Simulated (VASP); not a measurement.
# Si24H8Cl in VASP: a series of runs

The runs below take Si24H8Cl through relaxation of the atoms, single point, with PBE+D3(BJ), PBE.

Everything below comes from runs of VASP 6.6.1. Logs are shortened: lines on timing, memory, paths and dates and some standing lists are left out, and cuts for length are marked.

### Step 1. Starting point

The cell holds a slab with vacuum, 66 atoms: a = 10.862 Å, b = 10.862 Å, c = 23.428 Å, α = 90.00°, β = 90.00°, γ = 90.00°.

The cell was built by a generator and needn't be a form met in nature.

### Step 2. Relaxation of the atoms, PBE+D3(BJ)

INCAR

```
ALGO = Normal
EDIFF = 1E-6
EDIFFG = -0.03
ENCUT = 400
GGA = PE
IBRION = 2
ISIF = 2
ISMEAR = 0
ISYM = 0
IVDW = 12
LASPH = True
LCHARG = False
LREAL = Auto
LWAVE = False
NCORE = 4
NELM = 80
NSW = 120
PREC = Accurate
SIGMA = 0.05
```

KPOINTS

```
k-points
0
Gamma
  1 1 1
```

POSCAR

```
Si24H8Cl
1.0
    7.6805938572      7.6805938572      0.0000000000
   -7.6805938572      7.6805938572      0.0000000000
    0.0000000000      0.0000000000     23.4276500000
Si H Cl
48 16 2
Selective dynamics
Direct
    0.7005149941      0.2994850059      0.4169282877  T T T
    0.7994850059      0.7005149941      0.4169282877  T T T
    0.0494850059      0.9505149941      0.4310142076  T T T
    0.2994850059      0.2005149941      0.4169282877  T T T
    0.9505149941      0.5494850059      0.4451001274  T T T
    0.2005149941      0.7994850059      0.4310142076  T T T
    0.4505149941      0.0494850059      0.4451001274  T T T
    0.5494850059      0.4505149941      0.4451001274  T T T
    0.8750000000      0.3750000000      0.3773276449  T T T
    0.8750000000      0.8750000000      0.3773276449  T T T
    0.1250000000      0.1250000000      0.3773276449  T T T
    0.3750000000      0.3750000000      0.3773276449  T T T
    0.1250000000      0.6250000000      0.3773276449  T T T
    0.3750000000      0.8750000000      0.3773276449  T T T
    0.6250000000      0.1250000000      0.3773276449  T T T
    0.6250000000      0.6250000000      0.3773276449  T T T
    0.0000000000      0.2500000000      0.3193726217  T T T
    0.0000000000      0.7500000000      0.3193726217  T T T
    0.2500000000      0.0000000000      0.3193726217  T T T
    0.5000000000      0.2500000000      0.3193726217  T T T
    0.2500000000      0.5000000000      0.3193726217  T T T
    0.5000000000      0.7500000000      0.3193726217  T T T
    0.7500000000      0.0000000000      0.3193726217  T T T
    0.7500000000      0.5000000000      0.3193726217  T T T
    0.8750000000      0.1250000000      0.2614175984  T T T
    0.8750000000      0.6250000000      0.2614175984  T T T
    0.1250000000      0.8750000000      0.2614175984  T T T
    0.3750000000      0.1250000000      0.2614175984  T T T
    0.1250000000      0.3750000000      0.2614175984  T T T
    0.3750000000      0.6250000000      0.2614175984  T T T
    0.6250000000      0.8750000000      0.2614175984  T T T
    0.6250000000      0.3750000000      0.2614175984  T T T
    0.7500000000      0.2500000000      0.2034625752  T T T
    0.7500000000      0.7500000000      0.2034625752  T T T
    0.0000000000      0.0000000000      0.2034625752  T T T
    0.2500000000      0.2500000000      0.2034625752  T T T
    0.0000000000      0.5000000000      0.2034625752  T T T
    0.2500000000      0.7500000000      0.2034625752  T T T
    0.5000000000      0.0000000000      0.2034625752  T T T
    0.5000000000      0.5000000000      0.2034625752  T T T
    0.8750000000      0.3750000000      0.1455075520  F F F
    0.8750000000      0.8750000000      0.1455075520  F F F
    0.1250000000      0.1250000000      0.1455075520  F F F
    0.3750000000      0.3750000000      0.1455075520  F F F
    0.1250000000      0.6250000000      0.1455075520  F F F
    0.3750000000      0.8750000000      0.1455075520  F F F
    0.6250000000      0.1250000000      0.1455075520  F F F
    0.6250000000      0.6250000000      0.1455075520  F F F
    0.9516281893      0.2983718107      0.1067115140  F F F
    0.7983718107      0.4516281893      0.1067115140  F F F
    0.9516281893      0.7983718107      0.1067115140  F F F
    0.7983718107      0.9516281893      0.1067115140  F F F
    0.2016281893      0.0483718107      0.1067115140  F F F
    0.0483718107      0.2016281893      0.1067115140  F F F
    0.4516281893      0.2983718107      0.1067115140  F F F
    0.2983718107      0.4516281893      0.1067115140  F F F
    0.2016281893      0.5483718107      0.1067115140  F F F
    0.0483718107      0.7016281893      0.1067115140  F F F
    0.4516281893      0.7983718107      0.1067115140  F F F
    0.2983718107      0.9516281893      0.1067115140  F F F
    0.7016281893      0.0483718107      0.1067115140  F F F
    0.5483718107      0.2016281893      0.1067115140  F F F
    0.7016281893      0.5483718107      0.1067115140  F F F
    0.5483718107      0.7016281893      0.1067115140  F F F
    0.2488990507      0.7511009493      0.5162178489  T T T
    0.0011009493      0.9988990507      0.5162178489  T T T
```

Potentials or basis: VASP PAW PBE potentials, release 64 (Si, H, Cl).

The run is started by

```console
$ cat potpaw_PBE.64/Si/POTCAR potpaw_PBE.64/H/POTCAR potpaw_PBE.64/Cl/POTCAR > POTCAR
$ mpirun -np 8 vasp_gam > vasp.out
```

OUTCAR:

```text
EDIFF = 1E-6
   EDIFFG = -0.03
   ENCUT = 400
   GGA = PE
   IBRION = 2
   ISIF = 2
   ISMEAR = 0
   ISYM = 0
   IVDW = 12
   LASPH = True
   LREAL = Auto
   NELM = 80
   NSW = 120
   PREC = Accurate
 IVDW          = 12

 ion  position               nearest neighbor table
   1  0.701  0.299  0.417-   9 2.26  15 2.26   8 2.41
   2  0.799  0.701  0.417-  10 2.26  16 2.26   5 2.41
   3  0.049  0.951  0.431-  66 2.13   6 2.32  11 2.42  10 2.42
   4  0.299  0.201  0.417-  11 2.26  12 2.26   7 2.41
   5  0.951  0.549  0.445-   2 2.41   9 2.60  13 2.60
   6  0.201  0.799  0.431-  65 2.13   3 2.32  14 2.42  13 2.42
   7  0.451  0.049  0.445-   4 2.41  14 2.60  15 2.60
   8  0.549  0.451  0.445-   1 2.41  12 2.60  16 2.60
   9  0.875  0.375  0.377-   1 2.26  17 2.35  24 2.35   5 2.60
  10  0.875  0.875  0.377-   2 2.26  18 2.35  23 2.35   3 2.42
  11  0.125  0.125  0.377-   4 2.26  17 2.35  19 2.35   3 2.42
  12  0.375  0.375  0.377-   4 2.26  20 2.35  21 2.35   8 2.60
  13  0.125  0.625  0.377-  18 2.35  21 2.35   6 2.42   5 2.60
  14  0.375  0.875  0.377-  19 2.35  22 2.35   6 2.42   7 2.60
[... 35 lines left out ...]
  50  0.798  0.452  0.107-  41 1.49
  51  0.952  0.798  0.107-  42 1.49
  52  0.798  0.952  0.107-  42 1.49
  53  0.202  0.048  0.107-  43 1.49
  54  0.048  0.202  0.107-  43 1.49
[... 10 lines left out ...]
  65  0.249  0.751  0.516-   6 2.13
  66  0.001  0.999  0.516-   3 2.13

IMPORTANT INFORMATION: All symmetrisations will be switched off!
NOSYMM: (Re-)initialisation of all symmetry stuff for point group C_1.

----------------------------------------------------------------------------------------

                                     Primitive cell

  volume of cell :    2764.0655

  direct lattice vectors                    reciprocal lattice vectors
     7.680593857  7.680593857  0.000000000     0.065099133  0.065099133  0.000000000
    -7.680593857  7.680593857  0.000000000    -0.065099133  0.065099133  0.000000000
     0.000000000  0.000000000 23.427650000     0.000000000  0.000000000  0.042684606

  length of vectors
    10.862000000 10.862000000 23.427650000     0.092064077  0.092064077  0.042684606

  position of ions in fractional coordinates (direct lattice)
     0.700514994  0.299485006  0.416928288
     0.799485006  0.700514994  0.416928288
     0.049485006  0.950514994  0.431014208
     0.299485006  0.200514994  0.416928288
     0.950514994  0.549485006  0.445100127
     0.200514994  0.799485006  0.431014208
[... 58 lines left out ...]
     0.248899051  0.751100949  0.516217849
     0.001100949  0.998899051  0.516217849

  ion indices of the primitive-cell ions
   primitive index   ion index
                 1           1
                 2           2
                 3           3
                 4           4
                 5           5
                 6           6
[... 58 lines left out ...]
                65          65
                66          66

----------------------------------------------------------------------------------------

 KPOINTS: k-points

Automatic generation of k-mesh.
 Grid dimensions read from file:
 generate k-points for:    1    1    1

 Generating k-lattice:

  Cartesian coordinates                     Fractional coordinates (reciprocal lattice)
     0.065099133  0.065099133  0.000000000     1.000000000  0.000000000  0.000000000
    -0.065099133  0.065099133  0.000000000     0.000000000  1.000000000  0.000000000
     0.000000000  0.000000000  0.042684606     0.000000000  0.000000000  1.000000000

  Length of vectors
     0.092064077  0.092064077  0.042684606

  Shift w.r.t. Gamma in fractional coordinates (k-lattice)
     0.000000000  0.000000000  0.000000000

 Subroutine IBZKPT returns following result:
 ===========================================

 Found      1 irreducible k-points:

 Following reciprocal coordinates:
            Coordinates               Weight
  0.000000  0.000000  0.000000      1.000000
   k-points           NKPTS =      1   k-points in BZ     NKDIM =      1   number of bands    NBANDS=    146
   number of dos      NEDOS =    301   number of ions     NIONS =     66
   total plane-waves  NPLWV = 829440
   dimension x,y,z NGX =    72 NGY =   72 NGZ =  160
   dimension x,y,z NGXF=   144 NGYF=  144 NGZF=  320
   ions per type =              48  16   2
   NGX,Y,Z   is equivalent  to a cutoff of  11.02, 11.02, 11.35 a.u.
   NGXF,Y,Z  is equivalent  to a cutoff of  22.04, 22.04, 22.71 a.u.
 SYSTEM =  unknown system
   PREC   = accura    normal or accurate (medium, high low for compatibility)
   ISTART =      0    job   : 0-new  1-cont  2-samecut
   ICHARG =      2    charge: 1-file 2-atom 10-const
   ISPIN  =      1    spin polarized calculation?
   LNONCOLLINEAR =      F non collinear calculations
   LSORBIT =      F    spin-orbit coupling
   LASPH  =      T    aspherical Exc in radial PAW
   ENCUT  =  400.0 eV  29.40 Ry    5.42 a.u.  17.71 17.71 38.20*2*pi/ulx,y,z
   NELM   =     80;   NELMIN=  2; NELMDL= -5     # of ELM steps
   EDIFF  = 0.1E-05   stopping-criterion for ELM
   LREAL  =      T    real-space projection
   EDIFFG = -.3E-01   stopping-criterion for IOM
   NSW    =    120    number of steps for IOM
   IBRION =      2    ionic relax: 0-MD 1-quasi-New 2-CG
   NFREE  =      1    steps in history (QN), initial steepest desc. (CG)
   ISIF   =      2    stress and relaxation
   ISYM   =      0    0-nonsym 1-usesym 2-fastsym
   POTIM  = 0.5000    time-step for ionic-motion
   TEBEG  =    0.0;   TEEND  =   0.0 temperature during run
   PSTRESS=    0.0 pullay stress
   NELECT =     222.0000    total number of electrons
   NUPDOWN=      -1.0000    fix difference up-down
   EMIN   =  10.00;   EMAX   =-10.00  energy-range for DOS
   EFERMI =   0.00;   METHOD = LEGACY
   ISMEAR =     0;   SIGMA  =   0.05  broadening in eV -4-tet -1-fermi 0-gaus
   EFERMI_NEDOS =   21; number of points for ismear=-14 and -15
   IALGO  =     38    algorithm
   IMIX   =      4    mixing-type and parameters
     AMIX     =   0.40;   BMIX     =  1.00
     AMIX_MAG =   1.60;   BMIX_MAG =  1.00
  volume/ion in A,a.u.               =      41.88       282.62
  Fermi-wavevector in a.u.,A,eV,Ry     =   0.706333  1.334776  6.788039  0.498907
  Thomas-Fermi vector in A             =   1.792086
   LORBIT       =      0    0 simple, 1 ext, 2 COOP (PROOUT), +10 PAW based schemes
   GGA     = PE    functional components
   LHFCALC =     F    Hartree Fock is set to
   AEXX    =    0.0000 exact exchange contribution
   IVDW    =    12    specifies the selected vdW correction
   LEPSILON=     F    determine dielectric tensor
   LRPA    =     F    only Hartree local field effects (RPA)
 conjugate gradient relaxation of ions
 non-spin polarized calculation
 Gauss-broadening in eV      SIGMA  =   0.05
  energy-cutoff  :      400.00
  volume of cell :     2764.07
 maximum number of plane-waves:     25105
 NGX is ok and might be reduce to    70
   NGX = 35   NGY = 35   NGZ = 77

--------------------------------------- Ionic step        1  -------------------------------------------

 number of electron     221.9999944 magnetization

 Free energy of the ion-electron system (eV)
  ---------------------------------------------------
  ext. energy  EPLUGINS =         0.00000000
  ---------------------------------------------------
  free energy    TOTEN  =      -306.31920219 eV

  energy without entropy =     -306.29548692  energy(sigma->0) =     -306.30734456

------------------------ aborting loop because EDIFF is reached ----------------------------------------

 Edisp (eV)  -12.83026

 E8    (eV) :    -5.3450

  FORCE on cell =-STRESS in cart. coord.  units (eV):
  Direction    XX          YY          ZZ          XY          YZ          ZX
  --------------------------------------------------------------------------------------
  -------------------------------------------------------------------------------------
  Total      18.98324    -1.43807   -13.94110    -0.00000     0.00000     2.39854
  in kB      11.00355    -0.83357    -8.08089    -0.00000     0.00000     1.39030
  external pressure =        0.70 kB  Pullay stress =        0.00 kB
[... 289 lines left out ...]
  FREE ENERGIE OF THE ION-ELECTRON SYSTEM (eV)
  ---------------------------------------------------
  free  energy   TOTEN  =      -320.3011668502 eV

  energy  without entropy=     -320.3003750892  energy(sigma->0) =     -320.30077097

[... ionic steps 4 to 22 ...]

--------------------------------------- Ionic step       23  -------------------------------------------

 number of electron     221.9999964 magnetization

------------------------ aborting loop because EDIFF is reached ----------------------------------------

 Edisp (eV)  -12.81716

 E8    (eV) :    -5.3391
[... 197 lines left out ...]
  energy  without entropy=     -321.0978925409  energy(sigma->0) =     -321.09789254

--------------------------------------- Ionic step       25  -------------------------------------------

 number of electron     221.9999965 magnetization

 Free energy of the ion-electron system (eV)
  ---------------------------------------------------
  ext. energy  EPLUGINS =         0.00000000
  ---------------------------------------------------
  free energy    TOTEN  =      -308.27715347 eV

  energy without entropy =     -308.27715347  energy(sigma->0) =     -308.27715347

 E-fermi :  -0.9623     XC(G=0):  -4.2378

 val. band max:       -1.2112786006   @ k =   0.0000   0.0000   0.0000
 cond. band min:      -0.7204675429   @ k =   0.0000   0.0000   0.0000
 fundamental gap:      0.4908110577
 Fermi energy:        -0.9623178560

 k-point     1 :       0.0000    0.0000    0.0000
  band No.  band energies     occupation
      1     -16.8671      2.00000
      2     -16.7003      2.00000
      3     -12.6667      2.00000
      4     -11.8290      2.00000
      5     -11.8173      2.00000
      6     -11.7461      2.00000
[... 115 lines left out ...]
    122       0.9827      0.00000
    123       1.0166      0.00000
 [bands above 123 left out]

------------------------ aborting loop because EDIFF is reached ----------------------------------------

 Edisp (eV)  -12.82074

 E8    (eV) :    -5.3408

  FORCE on cell =-STRESS in cart. coord.  units (eV):
  Direction    XX          YY          ZZ          XY          YZ          ZX
  --------------------------------------------------------------------------------------
  -------------------------------------------------------------------------------------
  Total      16.41599     4.18345    -2.58863     0.00000     0.00000     0.54966
  in kB       9.51545     2.42492    -1.50049     0.00000     0.00000     0.31861
  external pressure =        3.48 kB  Pullay stress =        0.00 kB
[... 81 lines left out ...]
  FREE ENERGIE OF THE ION-ELECTRON SYSTEM (eV)
  ---------------------------------------------------
  free  energy   TOTEN  =      -321.0978947659 eV

  energy  without entropy=     -321.0978947659  energy(sigma->0) =     -321.09789477

 reached required accuracy - stopping structural energy minimisation
```

Run time: 36 min. Hardware: 8 MPI ranks of Intel Xeon Platinum 8259CL at 2.50GHz (Skylake/Cascade Lake), shared host; peak memory 0.38 GiB.

What came out:

```yaml
Free_energy: -321.0979 eV
Energy_gained_by_relaxing: 29.5 meV/atom
Ionic_steps: 25
Band_gap_on_the_k_mesh: 0.49 eV, direct
Dispersion_energy_per_atom: -0.194 eV
```

The path:
```tsv
step	energy change (eV)	largest force (eV/Å)	pressure (GPa)
1	0.0000	1.9171	0.07
2	-0.9658	0.9138	0.04
3	-1.1517	1.2952	0.08
4	-1.5177	0.8441	0.08
5	-1.5375	0.8706	0.09
6	-1.7267	0.3658	0.15
7	-1.7440	0.5118	0.17
8	-1.8424	0.3260	0.20
9	-1.8558	0.2941	0.22
10	-1.8965	0.2980	0.23
11	-1.8993	0.3116	0.24
12	-1.9201	0.3262	0.23
13	-1.9208	0.3305	0.23
14	-1.9303	0.3411	0.25
15	-1.9305	0.3426	0.25
16	-1.9365	0.3486	0.27
17	-1.9369	0.3506	0.27
18	-1.9410	0.3488	0.28
19	-1.9415	0.3480	0.29
20	-1.9449	0.3464	0.31
21	-1.9453	0.3463	0.31
22	-1.9473	0.3455	0.33
23	-1.9475	0.3453	0.34
24	-1.9484	0.3391	0.35
25	-1.9484	0.3394	0.35
```

Final structure:
```
CELL_PARAMETERS angstrom
7.68059 7.68059 0.00000
-7.68059 7.68059 0.00000
0.00000 0.00000 23.42765
ATOMIC_POSITIONS crystal
Si 0.68556 0.31444 0.41003
Si 0.81489 0.68161 0.41038
Si 0.04894 0.95106 0.42767
Si 0.31839 0.18511 0.41038
Si 0.96361 0.53922 0.43961
Si 0.20654 0.79346 0.42641
Si 0.46078 0.03639 0.43961
Si 0.53919 0.46081 0.43950
Si 0.87482 0.39040 0.37777
Si 0.88220 0.87182 0.37565
Si 0.12818 0.11780 0.37565
Si 0.38771 0.37621 0.37810
Si 0.11341 0.62845 0.37766
Si 0.37155 0.88659 0.37766
Si 0.60960 0.12518 0.37777
Si 0.62379 0.61229 0.37810
Si 0.99830 0.25262 0.32401
Si 0.00332 0.74980 0.31256
Si 0.25020 0.99668 0.31256
Si 0.49864 0.25047 0.31267
Si 0.24889 0.50050 0.32514
Si 0.49950 0.75111 0.32514
Si 0.74738 0.00170 0.32401
Si 0.74953 0.50136 0.31267
Si 0.87277 0.12723 0.26461
Si 0.87669 0.62519 0.25705
Si 0.12371 0.87629 0.25576
Si 0.37481 0.12331 0.25705
Si 0.12642 0.37442 0.26447
Si 0.37316 0.62684 0.26524
Si 0.62558 0.87358 0.26447
Si 0.62250 0.37750 0.25675
Si 0.75030 0.24970 0.20270
Si 0.74877 0.75154 0.20265
Si 0.99575 0.00425 0.20263
Si 0.24846 0.25123 0.20265
Si 0.00309 0.49728 0.20281
Si 0.25146 0.74854 0.20235
Si 0.50272 0.99691 0.20281
Si 0.49542 0.50458 0.20276
Si 0.87500 0.37500 0.14551
Si 0.87500 0.87500 0.14551
Si 0.12500 0.12500 0.14551
Si 0.37500 0.37500 0.14551
Si 0.12500 0.62500 0.14551
Si 0.37500 0.87500 0.14551
Si 0.62500 0.12500 0.14551
Si 0.62500 0.62500 0.14551
H 0.95163 0.29837 0.10671
H 0.79837 0.45163 0.10671
H 0.95163 0.79837 0.10671
H 0.79837 0.95163 0.10671
H 0.20163 0.04837 0.10671
H 0.04837 0.20163 0.10671
H 0.45163 0.29837 0.10671
H 0.29837 0.45163 0.10671
H 0.20163 0.54837 0.10671
H 0.04837 0.70163 0.10671
H 0.45163 0.79837 0.10671
H 0.29837 0.95163 0.10671
H 0.70163 0.04837 0.10671
H 0.54837 0.20163 0.10671
H 0.70163 0.54837 0.10671
H 0.54837 0.70163 0.10671
Cl 0.25132 0.74868 0.51042
Cl 0.99870 0.00130 0.51042
```

Levels at points of the mesh, in eV from the valence-band top:
```
           k point  band 109  band 110  band 111  band 112  band 113  band 114
(0.00, 0.00, 0.00)     -0.26     -0.11      0.00      0.49      1.14      1.21
```

(Part 1 of 2 ends here.)
